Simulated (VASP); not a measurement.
Output of a VASP run:

### OSZICAR
```
       N       E                     dE             d eps       ncg     rms          rms(c)
DAV:   1     0.142219924485E+04    0.14222E+04   -0.61690E+04   860   0.155E+03
DAV:   2     0.128387606134E+03   -0.12938E+04   -0.12547E+04   916   0.409E+02
DAV:   3    -0.448675278708E+02   -0.17326E+03   -0.16706E+03  1056   0.171E+02
DAV:   4    -0.551812413566E+02   -0.10314E+02   -0.10161E+02   970   0.417E+01
DAV:   5    -0.557706631171E+02   -0.58942E+00   -0.58759E+00  1264   0.971E+00    0.135E+01
DAV:   6    -0.549428796958E+02    0.82778E+00   -0.17918E+00  1026   0.494E+00    0.103E+01
DAV:   7    -0.550144003674E+02   -0.71521E-01   -0.12244E+00  1096   0.307E+00    0.284E+00
DAV:   8    -0.549880408617E+02    0.26360E-01   -0.20797E-01   968   0.161E+00    0.135E+00
DAV:   9    -0.549826234951E+02    0.54174E-02   -0.31950E-02  1032   0.588E-01    0.933E-01
DAV:  10    -0.549837504801E+02   -0.11270E-02   -0.82317E-03   956   0.335E-01    0.352E-01
DAV:  11    -0.549835731276E+02    0.17735E-03   -0.21435E-03  1040   0.162E-01    0.164E-01
DAV:  12    -0.549836467415E+02   -0.73614E-04   -0.75041E-04  1094   0.629E-02    0.142E-01
DAV:  13    -0.549836204410E+02    0.26301E-04   -0.73300E-05   968   0.317E-02    0.360E-02
DAV:  14    -0.549836103233E+02    0.10118E-04   -0.33188E-05   898   0.162E-02    0.119E-02
DAV:  15    -0.549836097118E+02    0.61155E-06   -0.19359E-05   928   0.102E-02    0.765E-03
DAV:  16    -0.549836096452E+02    0.66611E-07   -0.83595E-07   514   0.417E-03
   1 F= -.61736271E+02 E0= -.61736270E+02  d E =-.617363E+02
       N       E                     dE             d eps       ncg     rms          rms(c)
DAV:   1    -0.549886554046E+02   -0.50457E-02   -0.59967E-02  1210   0.988E-01    0.134E-01
DAV:   2    -0.549883122843E+02    0.34312E-03   -0.14080E-03  1042   0.244E-01    0.612E-02
DAV:   3    -0.549882255616E+02    0.86723E-04   -0.24089E-04  1176   0.904E-02    0.275E-02
DAV:   4    -0.549882084945E+02    0.17067E-04   -0.43128E-05  1116   0.352E-02    0.804E-03
DAV:   5    -0.549882061573E+02    0.23373E-05   -0.56030E-06   792   0.124E-02    0.637E-03
DAV:   6    -0.549882036315E+02    0.25258E-05   -0.77479E-07   520   0.554E-03    0.127E-03
DAV:   7    -0.549882035014E+02    0.13008E-06   -0.43255E-07   520   0.456E-03
   2 F= -.61736437E+02 E0= -.61736436E+02  d E =-.166275E-03
```

OUTCAR:
```
------------------------ aborting loop because EDIFF is reached ----------------------------------------
 Edisp (eV)   -6.74823
  FORCE on cell =-STRESS in cart. coord.  units (eV):
  Direction    XX          YY          ZZ          XY          YZ          ZX
  --------------------------------------------------------------------------------------
  Total       0.01712     0.01712    -0.07762    -0.00000    -0.00000    -0.00000
  in kB       0.05427     0.05427    -0.24598    -0.00000    -0.00000    -0.00000
  external pressure =       -0.05 kB  Pullay stress =        0.00 kB
  volume of cell :      505.60
      direct lattice vectors                 reciprocal lattice vectors
     4.383470182 -0.000000000  0.000000000     0.228129760  0.131710788 -0.000000000
    -2.191735091  3.796196265  0.000000000     0.000000000  0.263421575 -0.000000000
     0.000000000  0.000000000 30.383572911    -0.000000000 -0.000000000  0.032912522
 POSITION                                       TOTAL-FORCE (eV/Angst)
 -----------------------------------------------------------------------------------
     -0.00000      2.53080      8.10918        -0.000000      0.000000     -0.015289
     -0.00000      2.53080      2.01870         0.000000     -0.000000      0.015289
      4.38347     -0.00000     18.23703         0.000000      0.000000     -0.015289
     -2.19174      3.79620     12.14655        -0.000000     -0.000000      0.015289
      2.19174      1.26540     28.36487         0.000000      0.000000     -0.015289
      2.19174      1.26540     22.27439         0.000000     -0.000000      0.015289
      2.19174      3.79620     30.38357         0.000000     -0.000000      0.000000
      2.19174      1.26540      3.75621        -0.000000      0.000000      0.007817
     -2.19174      3.79620      6.37164         0.000000     -0.000000     -0.007817
      2.19174      1.26540     10.12785         0.000000     -0.000000      0.000000
     -0.00000      2.53080     13.88409        -0.000000      0.000000      0.007817
      2.19174      1.26540     16.49949         0.000000     -0.000000     -0.007817
     -0.00000      2.53080     20.25573         0.000000     -0.000000      0.000000
      2.19174      3.79620     24.01193        -0.000000      0.000000      0.007817
     -0.00000      2.53080     26.62736         0.000000     -0.000000     -0.007817
 -----------------------------------------------------------------------------------
    total drift:                                0.000000      0.000000      0.000000
  FREE ENERGIE OF THE ION-ELECTRON SYSTEM (eV)
  ---------------------------------------------------
  free  energy   TOTEN  =       -61.7364368069 eV

  energy  without entropy=      -61.7364355494  energy(sigma->0) =      -61.73643618

 reached required accuracy - stopping structural energy minimisation
```
(Selected blocks of OUTCAR.)

### POSCAR
```
Bi2Te3
1
    4.3820600587    -0.0000000000     0.0000000000
   -2.1910300294     3.7949750628    -0.0000000000
   -0.0000000000     0.0000000000    30.3842153771
Bi Te
6 9
Direct
  0.3333330000   0.6666670000   0.2669267391
  0.3333330000   0.6666670000   0.0664072609
  0.0000000000   0.0000000000   0.6002597391
  0.0000000000   0.0000000000   0.3997402609
  0.6666670000   0.3333330000   0.9335927391
  0.6666670000   0.3333330000   0.7330732609
  1.0000000000   0.0000000000   0.0000000000
  0.6666670000   0.3333330000   0.1236106978
  0.0000000000   1.0000000000   0.2097223022
  0.6666670000   0.3333330000   0.3333330000
  0.3333330000   0.6666670000   0.4569446978
  0.6666670000   0.3333330000   0.5430553022
  0.3333330000   0.6666670000   0.6666670000
  0.0000000000   0.0000000000   0.7902776978
  0.3333330000   0.6666670000   0.8763893022
```

Q: Write an INCAR and KPOINTS that could have produced this output.

A: This is not unique; one that fits is the input of the run itself, PBE GGA with D3 dispersion (Becke-Johnson damping), plane waves, VASP's PBE PAW potentials (set 64).

INCAR:
```
ISIF=3   ! ions, shape and volume
EDIFF=1E-6   ! SCF stop (eV)
LASPH=.TRUE.
IBRION=2
PREC=Accurate
NSW=60   ! most ionic steps
NELM=100
LREAL=Auto
IVDW=12
EDIFFG=-0.02   ! ionic stop
ALGO=Normal
GGA=PE   ! PBE
LCHARG=.FALSE.
LWAVE=.FALSE.
SYSTEM=Bi2Te3
ISMEAR=0   ! Gaussian
LMAXMIX=4
SIGMA=0.05
ENCUT=480   ! plane-wave cut-off (eV)
```

**KPOINTS**
```
Automatic
0
Gamma
 5 5 1
```

POTCAR, in this order: Bi_d Te (PBE.64 set). Program: vasp_std.

The compound is Bi2Te3 in the tetradymite structure. This run relaxes it. Symmetry was kept, so distortions that lower it aren't found. The start is the result of an earlier pass.
